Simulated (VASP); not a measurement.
Output of a VASP run:

### OSZICAR
```
...
DAV:  15    -0.229357149330E+02   -0.16082E-05   -0.20736E-07  2090   0.446E-03    0.117E-03
DAV:  16    -0.229357125065E+02    0.24265E-05   -0.93771E-08  1933   0.409E-03    0.194E-04
DAV:  17    -0.229357130032E+02   -0.49674E-06   -0.13368E-09  1079   0.499E-04    0.152E-04
DAV:  18    -0.229357126887E+02    0.31456E-06   -0.26416E-09  1034   0.531E-04    0.341E-05
DAV:  19    -0.229357128081E+02   -0.11940E-06   -0.53761E-10  1026   0.311E-04    0.884E-06
DAV:  20    -0.229357127957E+02    0.12307E-07   -0.56937E-11  1026   0.597E-05
   1 F= -.22468811E+02 E0= -.22468374E+02  d E =-.224688E+02
       N       E                     dE             d eps       ncg     rms          rms(c)
DAV:   1    -0.233961064595E+02   -0.46039E+00   -0.97761E+00  1917   0.352E+01    0.511E+00
DAV:   2    -0.228721382162E+02    0.52397E+00   -0.27321E+00  1911   0.147E+01    0.788E-01
DAV:   3    -0.228916226057E+02   -0.19484E-01   -0.46795E-02  2115   0.175E+00    0.684E-01
DAV:   4    -0.228960707259E+02   -0.44481E-02   -0.12847E-01  2453   0.228E+00    0.548E-01
DAV:   5    -0.228970856006E+02   -0.10149E-02   -0.35656E-02  1972   0.159E+00    0.966E-02
DAV:   6    -0.228968388289E+02    0.24677E-03   -0.85013E-04  2075   0.320E-01    0.962E-02
DAV:   7    -0.228971243065E+02   -0.28548E-03   -0.30437E-04  2021   0.199E-01    0.604E-02
DAV:   8    -0.228971002725E+02    0.24034E-04   -0.31359E-04  2309   0.143E-01    0.996E-03
DAV:   9    -0.228971138068E+02   -0.13534E-04   -0.71074E-06  2647   0.235E-02    0.414E-03
DAV:  10    -0.228971043763E+02    0.94305E-05   -0.49163E-07  2128   0.849E-03    0.276E-03
DAV:  11    -0.228971167606E+02   -0.12384E-04   -0.61661E-07  1987   0.111E-02    0.132E-03
DAV:  12    -0.228971153297E+02    0.14309E-05   -0.25982E-07  1160   0.392E-03    0.139E-04
DAV:  13    -0.228971156039E+02   -0.27416E-06   -0.70451E-09  1090   0.882E-04    0.546E-05
DAV:  14    -0.228971153353E+02    0.26854E-06   -0.80862E-10  1064   0.338E-04    0.350E-05
DAV:  15    -0.228971153645E+02   -0.29186E-07   -0.17915E-10  1058   0.131E-04
   2 F= -.22458305E+02 E0= -.22457914E+02  d E =0.105060E-01
       N       E                     dE             d eps       ncg     rms          rms(c)
DAV:   1    -0.231283893387E+02   -0.23127E+00   -0.39859E+00  1928   0.228E+01    0.297E+00
DAV:   2    -0.229160366009E+02    0.21235E+00   -0.12283E+00  1927   0.920E+00    0.835E-01
DAV:   3    -0.229287702359E+02   -0.12734E-01   -0.25553E-02  2072   0.119E+00    0.663E-01
DAV:   4    -0.229295582072E+02   -0.78797E-03   -0.60828E-02  2227   0.155E+00    0.382E-01
DAV:   5    -0.229300866596E+02   -0.52845E-03   -0.15144E-02  1926   0.989E-01    0.664E-02
DAV:   6    -0.229301761768E+02   -0.89517E-04   -0.44010E-04  2180   0.186E-01    0.361E-02
DAV:   7    -0.229300850118E+02    0.91165E-04   -0.27631E-04  1989   0.184E-01    0.118E-02
DAV:   8    -0.229301907741E+02   -0.10576E-03   -0.62838E-05  1959   0.900E-02    0.512E-03
DAV:   9    -0.229301843244E+02    0.64497E-05   -0.99014E-07  2663   0.104E-02    0.280E-03
DAV:  10    -0.229301874792E+02   -0.31548E-05   -0.35907E-07  1556   0.516E-03    0.635E-04
DAV:  11    -0.229301810667E+02    0.64124E-05   -0.21339E-07  1953   0.676E-03    0.366E-04
DAV:  12    -0.229301821153E+02   -0.10486E-05   -0.33484E-08  1007   0.161E-03    0.145E-04
DAV:  13    -0.229301820066E+02    0.10875E-06   -0.54870E-10   997   0.269E-04    0.110E-04
DAV:  14    -0.229301820737E+02   -0.67134E-07   -0.11033E-09   999   0.241E-04
   3 F= -.22473753E+02 E0= -.22473320E+02  d E =-.494192E-02
```

**OUTCAR**
```
------------------------ aborting loop because EDIFF is reached ----------------------------------------
  FORCE on cell =-STRESS in cart. coord.  units (eV):
  Direction    XX          YY          ZZ          XY          YZ          ZX
  --------------------------------------------------------------------------------------
  Total        0.4536192      0.4536192      0.4536192     -0.0000000      0.0000000      0.0000000
  in kB       49.6921755     49.6921755     49.6921755     -0.0000000      0.0000000      0.0000000
  external PRESSURE =      -0.3078245 kB  Pullay stress =      50.0000000 kB
  volume of cell :       14.63
      direct lattice vectors                 reciprocal lattice vectors
     0.000000000  1.941011013  1.941011013    -0.257597714  0.257597714  0.257597714
     1.941011013 -0.000000000  1.941011013     0.257597714 -0.257597714  0.257597714
     1.941011013  1.941011013  0.000000000     0.257597714  0.257597714 -0.257597714
 POSITION                                       TOTAL-FORCE (eV/Angst)
 -----------------------------------------------------------------------------------
      0.00000      0.00000      0.00000         0.000000      0.000000      0.000000
 -----------------------------------------------------------------------------------
    total drift:                                0.000000      0.000000      0.000000
  FREE ENERGIE OF THE ION-ELECTRON SYSTEM (eV)
  ---------------------------------------------------
  free  energy   TOTEN  =       -22.9301820737 eV

  energy  without entropy=      -22.9288829390  energy(sigma->0) =      -22.92974903
  enthalpy is  TOTEN    =       -22.4737528787 eV   P V=        0.4564291950

 reached required accuracy - stopping structural energy minimisation
```
(Selected blocks of OUTCAR.)

POSCAR:
```
Pd
1
   -0.0000000000     1.9557442252     1.9557442252
    1.9557442252     0.0000000000     1.9557442252
    1.9557442252     1.9557442252    -0.0000000000
Pd
1
Direct
  0.0000000000   0.0000000000   0.0000000000
```

Question: Write an INCAR and KPOINTS that could have produced this output.

Answer: This is not unique; one that fits is the input of the run itself, r2SCAN meta-GGA, plane waves, VASP's PBE PAW potentials (set 64).

**KPOINTS**
```
Automatic mesh
0
Gamma
14 14 14
0 0 0
```

### INCAR
```
ALGO  =  Normal
EDIFF  =  1E-7
EDIFFG  =  -0.01
ENCUT  =  480
IBRION  =  2
ISIF  =  3
ISMEAR  =  1
LASPH  =  .TRUE.
LCHARG  =  .FALSE.
LMAXMIX  =  4
LMIXTAU  =  .TRUE.
LREAL  =  .FALSE.
LWAVE  =  .FALSE.
METAGGA  =  R2SCAN
NELM  =  100
NSW  =  40
PREC  =  Accurate
PSTRESS  =  50
SIGMA  =  0.1
SYSTEM  =  Pd
```

POTCAR, in this order: Pd (PBE.64 set). Program: vasp_std.

Energy and stress use the plane-wave basis of the starting cell.

The compound is Pd in the fcc structure. This run relaxes it under an external pressure of 5 GPa. Symmetry was kept, so distortions that lower it aren't found.
